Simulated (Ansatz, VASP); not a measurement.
**Cross-check of Ir (Iridium) between VASP and Ansatz**

One calculation is typed for both programs; each brings its own data sets and cutoff. How far apart do they land?

Program: Ansatz 0.2.0. Level of theory: plane waves, with VASP 6.6.1 beside it; single point at PBEsol. Results are calculated unless marked as measured.

The database entry behind the starting cell differs from later determinations by our own check (0.1 to 0.3 % short, probably kX units), so it need not match the best structure at ambient conditions.

### 1. Starting point

Symmetry: Fm-3m, No. 225, cubic system. Conventional cell: a = 3.831 Å, b = 3.831 Å, c = 3.831 Å, α = 90.00°, β = 90.00°, γ = 90.00°. Nearest to Ir lie 12 Ir at 2.71 Å.

### 2. Ansatz: single point, PBEsol

Ansatz runs on its default PAW (the set named soft_2) files.

With cell and atoms fixed, the geometry can't cause a difference; cores, projectors, grids and the points listed under the comparison can.

input.yaml

```yaml
crystal:
  lattice:
    - [0.0, 1.9156, 1.9156]
    - [1.9156, 0.0, 1.9156]
    - [1.9156, 1.9156, 0.0]
  atoms:
    - { symbol: Ir, position: [0.0, 0.0, 0.0] }
hamiltonian:
  xc: pbesol
  pseudopotentials: { kind: paw }
kpoints:
  mp_grid: { grid: [12, 12, 12] }
scf:
  occupations: { method: fermi_dirac, width: 0.05 }
  n_extra_bands: 4
output:
  forces: true
  stress: true
  eigenvalues: true
```

On the command line:

```bash
ansatz run input.yaml --threads 2 --pin off --max-ram 4608MiB --backend cpu --events-out ev --progress --plain --runs-dir out
```

Numbers of over 12 decimals in the logs are rounded to 6 here.

The program printed:

```text
scf.n_extra_bands = 4 over 9 filled bands (N_el = 17.0): the run solves 13 bands
Engine: ansatz 0.2.0, aarch64-unknown-linux-gnu
Pseudopotentials: kind: paw
Pseudopotential: Ir, paw, valence charge 17, recommended cutoff 420 eV (normal), Ir.paw.azcp
Functional definition: PBEsol
  exchange = pbesol_x
  correlation = pbesol_c
Crystal: 1 atoms, lattice volume = 14.059 Å³
Basis set: ecut = 420 eV, 283 PW (Γ), exchange–correlation on 40×40×40 points (8 copies of the dense FFT grid, shifted against one another)
Bands: 13, of which v1, the nominal top of the filled ones, is band 9 counted from 1 (8 counted from 0)
Symmetry: 48 space group operations
Space group: Fm-3m (ITA 225), of the structure as read, at distance tolerance 2.4e-5 Å
k-points: 72 of 1728
Non-local potential: Ir, projectors of the file, l = 0: 3, l = 1: 2, l = 2: 2, l = 3: 1
PAW form: soft (Blöchl's): semilocal exchange-correlation on the pseudo side does not see the compensation charge
PAW frozen core: Ir, regenerated for the run's functional, and the local potential with it (the file was generated under x = pbe(κ = 0.804, μ = 0.219515), c = pbe(β = 0.066725))
PAW one-centre angular grid: Ir, 590 points (default); XC on 64 Gauss nodes
Initial density: superposition of atomic densities (neutral atoms: chi_scale 0, normalization atom), corrected by the library's trained network
Initial wavefunctions: pseudopotential atomic-orbital guess
Functional: x = pbesol(κ = 0.804, μ = 0.123457), c = pbesol(β = 0.046)
SCF iter   1: F=—  HF=-11799.056607 eV  |F-HF|=—  |Δ(HF+E_count)|=         —  Δρ=6.25e-3  dr2=2.36e-3  ethr=1.77e-3  ⟨swp⟩=5.2  Hψ=4844  notcnv=0
preconditioner: auto → none  [metal: Δε(μ)=0.023 eV  Ē_g=14.293 eV  σ=0.050 eV  W_gap=0.11  n_scr=0 (ndim 8)  ℏωp=29.7 eV  f_vac=0.000  D(μ)=0.56/eV (n_scr^D=0)]
SCF iter   2: F=—  HF=-11799.055938 eV  |F-HF|=—  |Δ(HF+E_count)|=   6.69e-4  Δρ=2.57e-3  dr2=1.52e-4  ethr=1.39e-5  ⟨swp⟩=2.4  Hψ=1954  notcnv=0
SCF iter   3: F=—  HF=-11799.056048 eV  |F-HF|=—  |Δ(HF+E_count)|=   1.10e-4  Δρ=1.07e-3  dr2=2.55e-5  ethr=8.92e-7  ⟨swp⟩=1.0  Hψ=938  notcnv=0
SCF iter   4: F=—  HF=-11799.056072 eV  |F-HF|=—  |Δ(HF+E_count)|=   2.33e-5  Δρ=5.44e-5  dr2=1.24e-7  ethr=1.50e-7  ⟨swp⟩=1.9  Hψ=1238  notcnv=0
iter 5 did not close the SCF: its close was put off for the readings that it lacked (scf_convergence_deferred on its scf_iter line)
SCF iter   5: F=-11799.056072 eV  HF=-11799.056072 eV  |F-HF|=6.22e-9  |Δ(HF+E_count)|=   5.40e-8  Δρ=7.85e-6  dr2=8.20e-9  ethr=7.32e-10  ⟨swp⟩=2.3  Hψ=1359  notcnv=0
SCF iter   6: F=-11799.056072 eV  HF=-11799.056072 eV  |F-HF|=1.35e-10  |Δ(HF+E_count)|=   2.80e-9  Δρ=1.24e-6  dr2=1.88e-10  ethr=4.82e-11  ⟨swp⟩=2.2  Hψ=2840  notcnv=0
SCF 1 converged in 6 iterations: F = -11799.056072 eV  dr2 = 1.88e-10
  greatest PAW one-centre occupation: 1.000 electrons in one spin orbital (limit 2), on the Ir atom at site 0 (counted from 0), in its partial waves of l = 0
SCF converged after 6 iterations
Free energy (F): -11799.056072 eV
Harris-Foulkes:  -11799.056072 eV  (|F-HF|=1.35e-10)
Internal energy: -11799.051352 eV  (E = F + TS)
E sigma→0 (E₀):  -11799.053712 eV
Entropy (-TS):   -0.004720 eV (-4.720 meV/atom)
Fermi energy:    25.892842 eV
--- Per-component energies (eV) ---
  E_band       = -82.593965
  E_kinetic    = 623.404939
  E_local      = -1058.734565  (includes V_loc(G=0)·N_el)
  E_nonlocal   = 75.771200
  E_hartree    = 405.678027
  E_xc         = -266.665918
  E_vxc        = -299.916888  (∫ρ·V_xc dr)
  E_paw        = -9088.702994  (= ΣΔE_a)
  E_vpaw       = -234.475270  (= ΣTr[D̂ρ^β])
  E_aug_tail   = 0.000051  (compensation charges beyond the density's cutoff)
  E_ewald      = -2490.067375
  E_core_change = 0.265285  (= ΣΔE_core)
  E_smearing   = -0.004720  (= −TS)
  E_closure    = 0.000000  (closes the sum)
  Σ components = -11799.056072   (vs F -11799.056072, Δ=0.00e0)
--- Forces (eV/Å), atoms counted from 1 ---
  atom   1  Ir    -0.00000000    -0.00000000    -0.00000000
  max |Σ_I F_I| component: 1.54e-32 eV/Å
--- Stress (GPa, compression-positive) ---
       -0.683145      -0.000000      -0.000000
        0.000000      -0.683145       0.000000
        0.000000       0.000000      -0.683145
  P = ⅓ Tr σ = -0.6831 GPa (-6.831 kbar)
--- Band table (eV; the first three rows and the last of 72) ---
  k-point 0: bands = [... 5 lower, 21.9137, 21.9137, 21.9137, 24.6551, 24.6551, 39.4092, 44.9405, 44.9405]
  k-point 1: bands = [... 5 lower, 21.7505, 22.0446, 22.0446, 24.5713, 24.5713, 39.9427, 43.6557, 45.4600]
  k-point 2: bands = [... 5 lower, 21.4227, 22.3111, 22.3111, 24.4891, 24.4891, 41.0471, 41.7090, 46.9258]
  k-point 71: bands = [... 5 lower, 20.9100, 20.9100, 24.0154, 27.3722, 34.0123, 34.8991, 34.8991, 39.2011]
```

It took 0.69 s on 2 threads of Arm Neoverse V1, shared host; peak memory 0.26 GiB; 1.1 s of CPU time.

The column dr2 measures how far the density is from self-consistency, as an energy; F and HF (Harris–Foulkes) agree once it is small.

The run ends at a pressure of -0.68 GPa.

### 3. VASP: single point, PBEsol

The same cell, functional, mesh and smearing now go to VASP, with its own data sets and cutoff.

Lines of VASP's logs that name or quote its potential files are left out, and so is its time.

INCAR

```
SYSTEM = Ir
PREC = Accurate
ENCUT = 400
EDIFF = 1E-06
NELM = 100
ISMEAR = -1
SIGMA = 0.05
LREAL = .FALSE.
ALGO = Normal
GGA = PS
NBANDS = 10
LORBIT = 11
LWAVE = .FALSE.
LCHARG = .FALSE.
KPAR = 2
ISIF = 2
```

POSCAR

```
Ir
1.0
    0.0000000000      1.9156000000      1.9156000000
    1.9156000000      0.0000000000      1.9156000000
    1.9156000000      1.9156000000      0.0000000000
Ir
1
Direct
    0.0000000000      0.0000000000      0.0000000000
```

KPOINTS

```
Automatic mesh
0
Gamma
12 12 12
0 0 0
```

The projector-augmented-wave data sets are Ir (PBE family, release 64).

On the command line:

```bash
mpirun -np 2 vasp_std
```

The program printed:

```text
[banner, memory and clock lines left out]
running    2 mpi-ranks, on    1 nodes
 distrk:  each k-point on    1 cores,    2 groups
 distr:  one band on    1 cores,    1 groups

 POSCAR found type information on POSCAR Ir
 POSCAR found :  1 types and       1 ions
|                                                                             |
|               ----> ADVICE to this user running VASP <----                  |
|                                                                             |
|     You enforced a specific xc type in the INCAR file but a different       |
|     [... a line on the potential file left out ...]
|     I HOPE YOU KNOW WHAT YOU ARE DOING!                                     |
|                                                                             |

 LDA part: xc-table for (Slater+PW92), standard interpolation
 POSCAR, INCAR and KPOINTS ok, starting setup
 FFT: planning ... GRIDC
 FFT: planning ... GRID_SOFT
 FFT: planning ... GRID
 WAVECAR not read
 entering main loop
       N       E                     dE             d eps       ncg     rms          rms(c)
DAV:   1     0.394971387887E+02    0.39497E+02   -0.36758E+03  1496   0.647E+02
DAV:   2    -0.972176969315E+01   -0.49219E+02   -0.45744E+02  1496   0.176E+02
DAV:   3    -0.104702082348E+02   -0.74844E+00   -0.74754E+00  1728   0.264E+01
DAV:   4    -0.104763881565E+02   -0.61799E-02   -0.61788E-02  1620   0.226E+00
DAV:   5    -0.104765059573E+02   -0.11780E-03   -0.11780E-03  1684   0.293E-01    0.159E+01
DAV:   6    -0.994507503536E+01    0.53143E+00   -0.92838E-01  1626   0.115E+01    0.627E+00
DAV:   7    -0.984714439820E+01    0.97931E-01   -0.28976E-01  1700   0.590E+00    0.145E+00
DAV:   8    -0.984571198819E+01    0.14324E-02   -0.21035E-03  1526   0.441E-01    0.129E+00
DAV:   9    -0.983998153691E+01    0.57305E-02   -0.28918E-03  1588   0.763E-01    0.575E-02
DAV:  10    -0.983994594454E+01    0.35592E-04   -0.36263E-05  2054   0.751E-02    0.323E-02
DAV:  11    -0.983994723565E+01   -0.12911E-05   -0.18088E-06  1528   0.991E-03    0.511E-03
DAV:  12    -0.983994727013E+01   -0.34480E-07   -0.32280E-08   766   0.180E-03
   1 F= -.98399473E+01 E0= -.98375685E+01  d E =-.475763E-02
```

Parts of OUTCAR (step 3):

```text
ion  position               nearest neighbor table
   1  0.000  0.000  0.000-

  LATTYP: Found a face centered cubic cell.
 ALAT       =     3.8312000000

 Subroutine GETGRP returns: Found 48 space group operations
 (whereof 48 operations were pure point group operations)

The static configuration has the point symmetry O_h .

 Found     72 irreducible k-points:

   k-points           NKPTS =     72   k-points in BZ     NKDIM =     72   number of bands    NBANDS=     10

   dimension x,y,z NGX =    18 NGY =   18 NGZ =   18
   dimension x,y,z NGXF=    36 NGYF=   36 NGZF=   36

   ENCUT  =  400.0 eV  29.40 Ry    5.42 a.u.   4.42  4.42  4.42*2*pi/ulx,y,z

   NELECT =       9.0000    total number of electrons

 k-points in reciprocal lattice and weights: Automatic mesh
   0.00000000  0.00000000  0.00000000       0.001
   0.08333333  0.00000000  0.00000000       0.005
   0.16666667  0.00000000  0.00000000       0.005
   0.25000000  0.00000000  0.00000000       0.005
   0.33333333  0.00000000  0.00000000       0.005
   0.41666667  0.00000000  0.00000000       0.005
   0.50000000  0.00000000  0.00000000       0.002
   0.08333333  0.08333333  0.00000000       0.003
   0.16666667  0.08333333  0.00000000       0.014
[...]
-0.33333333  0.50000000  0.16666667       0.007
  -0.25000000  0.50000000  0.25000000       0.003

 average (electrostatic) potential at core
       1 -48.5123

 E-fermi :  10.3910

 k-point     1 :       0.0000    0.0000    0.0000
  band No.  band energies     occupation
    ...
      2       6.4097      2.00000
      3       6.4097      2.00000
      4       6.4097      2.00000
      5       9.1575      2.00000
      6       9.1575      2.00000
      7      24.6655      0.00000
      8      30.2714      0.00000
      9      30.2714      0.00000
     10      30.2714      0.00000

 k-point     2 :       0.0833    0.0000    0.0000
  band No.  band energies     occupation
    ...
      2       6.2485      2.00000
      3       6.5413      2.00000
      4       6.5413      2.00000
      5       9.0752      2.00000
      6       9.0752      2.00000
      7      25.1949      0.00000
      8      28.8160      0.00000
      9      30.7816      0.00000
     10      30.7816      0.00000

 k-point     3 :       0.1667    0.0000    0.0000
  band No.  band energies     occupation
    ...
      2       5.9233      2.00000
      3       6.8095      2.00000
      4       6.8095      2.00000
      5       8.9952      2.00000
      6       8.9952      2.00000
      7      26.2514      0.00000
      8      26.7042      0.00000
      9      32.2052      0.00000
     10      32.2052      0.00000

  Total        0.0320553      0.0320553      0.0320553     -0.0000000     -0.0000000      0.0000000
  in kB        3.6531366      3.6531366      3.6531366     -0.0000000     -0.0000000      0.0000000
  external PRESSURE =       3.6531366 kB  Pullay stress =       0.0000000 kB

  energy-cutoff  :      400.00
  volume of cell :       14.06
      direct lattice vectors                 reciprocal lattice vectors
     0.000000000  1.915600000  1.915600000    -0.261014826  0.261014826  0.261014826
     1.915600000  0.000000000  1.915600000     0.261014826 -0.261014826  0.261014826
     1.915600000  1.915600000  0.000000000     0.261014826  0.261014826 -0.261014826

 POSITION                                       TOTAL-FORCE (eV/Angst)
 -----------------------------------------------------------------------------------
      0.00000      0.00000      0.00000        -0.000000      0.000000     -0.000000
 -----------------------------------------------------------------------------------
    total drift:                                0.000000     -0.000000     -0.000000

  FREE ENERGIE OF THE ION-ELECTRON SYSTEM (eV)
  ---------------------------------------------------
  free  energy   TOTEN  =        -9.8399472701 eV

  energy  without entropy=       -9.8351896360  energy(sigma->0) =       -9.83756845

 total charge
# of ion       s       p       d       tot
------------------------------------------
    1        0.675   0.750   6.979   8.404

[... 3 further parts left out ...]
```

This run has no spin polarisation. Its electron count is odd, so without a moment it is a metal by construction.

### 4. Comparison

Known differences besides the potentials themselves: the data sets hold 17 valence electrons in Ansatz (default PAW (the set named soft_2) files) and 9 in VASP; the cutoff is 420 eV in Ansatz and 400 eV in VASP; Ansatz makes its cores anew for this functional, VASP keeps those of its PBE data sets; VASP leaves aspherical gradient terms in its spheres out (LASPH is not set), Ansatz keeps them. Total energies have different zeros and are not compared.

Compared:

| quantity | Ansatz | VASP | difference |
| --- | --- | --- | --- |
| pressure (GPa) | -0.68 | 0.37 | -1.05 |
| pressure without Ansatz's Pulay correction (GPa) | -0.75 | 0.37 | -1.12 |

Ansatz's pressure holds a Pulay correction of 0.07 GPa; VASP's holds none.

### 5. What the set-up changes

Further runs change the set-up of one program: Ansatz's method, potentials or start, or VASP's data sets, cutoff or form of LDA. The table gives Ansatz less VASP for each quantity, since a change that brings one quantity closer may part another.

| run | pressure (GPa) | pressure without Ansatz's Pulay correction (GPa) |
| --- | --- | --- |
| as above | -1.0 | -1.1 |
| cores kept as stored | -1.0 | -1.1 |
| Ansatz's larger PAW set (cutoff 740 eV) | -0.93 |  |
| norm-conserving potentials (cutoff 925 eV) | -1.6 | -1.7 |

### 6. Outcome

| Property | Result |
| --- | --- |
| difference in pressure (single point, PBEsol) | -1.0 GPa |

**Reading.** The difference in pressure is -1.0 GPa (single point, PBEsol), at about the 1 GPa picked in this series as the mark of a large difference. Single point, PBEsol, norm-conserving potentials (cutoff 925 eV): the difference in pressure goes from -1.0 to -1.6 GPa; the difference in pressure without Ansatz's Pulay correction goes from -1.1 to -1.7 GPa. How closely two codes agree says nothing of how well the functional describes the real material.

[Lines on the potential files, build, host, timing and source positions are cut from VASP's logs without a mark.]

[Logs are printed without paths, hosts, clocks, repeated set-up lines and the standing remarks that a program may print on its own settings, such as how far it seeks lower states.]

[Hosts, paths, dates, database ids (printed as entryN), source tags and the programs' standing remarks are cut or masked in the printed files.]
